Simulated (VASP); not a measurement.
Input for VASP

POSCAR:
```
Zr4CN3
1.0
  0.0014921893   4.5858307933   4.5830152098
  4.5858307933   0.0014921893   4.5830152098
  2.2936614913   2.2936614913   0.0000000000
Zr N C
4 3 1
direct
  0.9986819014   0.9986819014   0.0026361973
  0.9980050976   0.5019949024   0.0000000000
  0.5019949024   0.9980050976   0.0000000000
  0.5013180986   0.5013180986   0.9973638027
  0.2500000000   0.2500000000   0.5000000000
  0.2500000000   0.7500000000   0.5000000000
  0.7500000000   0.2500000000   0.5000000000
  0.7500000000   0.7500000000   0.5000000000
```

**KPOINTS**
```
Automatic mesh
0
Gamma
5 5 10
0 0 0
```

INCAR:
```
SYSTEM = Zr4CN3
PREC = Accurate
ENCUT = 520
EDIFF = 1E-6
NELM = 100
ALGO = Normal
LREAL = .FALSE.
LASPH = .TRUE.
ISMEAR = 1
SIGMA = 0.1
GGA = PS
LMAXMIX = 4
LWAVE = .FALSE.
LCHARG = .FALSE.
IBRION = 2
ISIF = 3
NSW = 60
EDIFFG = -0.02
```

POTCAR, in this order: Zr_sv N C (PBE.64 set). Program: vasp_std.

### Question
Translate this PBEsol calculation to Ansatz.

### Answer
One equivalent input (not run):
Ansatz 0.2 input:
```yaml
crystal:
  lattice:
    - [0.0014922, 4.5858308, 4.5830152]
    - [4.5858308, 0.0014922, 4.5830152]
    - [2.2936615, 2.2936615, 0.0000000]
  atoms:
    - { symbol: Zr, position: [0.9986819, 0.9986819, 0.0026362] }
    - { symbol: Zr, position: [0.9980051, 0.5019949, 0.0000000] }
    - { symbol: Zr, position: [0.5019949, 0.9980051, 0.0000000] }
    - { symbol: Zr, position: [0.5013181, 0.5013181, 0.9973638] }
    - { symbol: N, position: [0.2500000, 0.2500000, 0.5000000] }
    - { symbol: N, position: [0.2500000, 0.7500000, 0.5000000] }
    - { symbol: N, position: [0.7500000, 0.2500000, 0.5000000] }
    - { symbol: C, position: [0.7500000, 0.7500000, 0.5000000] }
kpoints:
  mp_grid: { grid: [5, 5, 10] }
hamiltonian:
  xc: pbesol
  pseudopotentials: { kind: paw }
scf:
  occupations: { method: methfessel_paxton, width: 0.1 }
  max_iter: 100
relax:
  max_steps: 60
  f_tol: 0.02
  cell: {}
output: { forces: true, stress: true, eigenvalues: true }
```
What does not carry over: each code has its own PAW files, so the cut-off isn't converted (ENCUT is set for VASP's; basis.ecutwfc is left out, and Ansatz then takes the one that its files recommend); Ansatz stops its SCF on the density residual and VASP on the energy change (EDIFF).

The structure was generated: Zr4CN3 was put into an ordered model structure (Cmmm), which need not be its known phase. This run relaxes it. Symmetry was kept, so distortions that lower it aren't found. The start is the result of an earlier pass.
